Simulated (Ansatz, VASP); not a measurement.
**Two plane-wave programs on ScGaN**

Contents of INCAR:

```
  PREC = Accurate
  ENCUT = 520
  EDIFF = 1E-6
  ISMEAR = 0
  SIGMA = 0.1
  LREAL = False
  LASPH = True
  NELM = 100
  ALGO = Normal
  ISIF = 2
  LWAVE = False
  LCHARG = False
  GGA = PE
  NBANDS = 22
```

File KPOINTS:

```
Automatic mesh
0
Gamma
  6 6 4
```

Contents of POSCAR:

```
ScGaN
1.0
    3.8521282800      0.0000000000      0.0000000000
   -1.9260641400      3.3360409500      0.0000000000
    0.0000000000      0.0000000000      3.8560319800
Sc Ga N
1 1 1
Direct
    0.3333333300      0.6666666700      0.5000000000
    0.6666666700      0.3333333300      0.0000000000
    0.0000000000      0.0000000000      0.5000000000
```

Input for Ansatz:

```yaml
crystal:
  lattice:
    - [3.85212828, 0.0, 0.0]
    - [-1.92606414, 3.33604095, 0.0]
    - [0.0, 0.0, 3.85603198]
  atoms:
    - { symbol: Sc, position: [0.33333333, 0.66666667, 0.5] }
    - { symbol: Ga, position: [0.66666667, 0.33333333, 0.0] }
    - { symbol: "N", position: [0.0, 0.0, 0.5] }
basis:
  ecutwfc: 420
kpoints:
  mp_grid: { grid: [6, 6, 4] }
hamiltonian:
  xc: pbe
scf:
  occupations: { method: gaussian, width: 0.1 }
  lower_state_search: "off"
output:
  forces: true
  stress: true
  eigenvalues: true
```

Change from the starting cell: species swapped into the GdZnSi type (P-6m2, No. 187).

Alike in both runs: task single point; functional PBE; k mesh 6 × 6 × 4; occupations gaussian, width 0.1 eV; no spin polarisation.

|  | VASP | Ansatz |
| --- | --- | --- |
| version | VASP 6.6.1 | Ansatz 0.2.0 |
| potentials or method | VASP PAW PBE potentials, release 64 (Sc_sv, Ga_d, N) | scalar-relativistic, plane waves, PAW |
| plane-wave cutoff (eV) | 520 | 420 |
| valence electrons in the cell | 29 | 29 |

```tsv
	VASP	Ansatz	Ansatz less VASP
gap on the k mesh at the Fermi level (eV)	none	none	-
pressure (GPa)	-6.1	-6.4	-0.30
largest component of the traceless stress (GPa)	15.80	16.02	+0.226
```

A gap of «none» marks a metal or a gap that the smearing closes. With one functional, cell and mesh, what is left measures potentials, basis and numerics.

Caveats: the k mesh is coarse (spacing up to 0.41 Å⁻¹), so the values aren't converged.
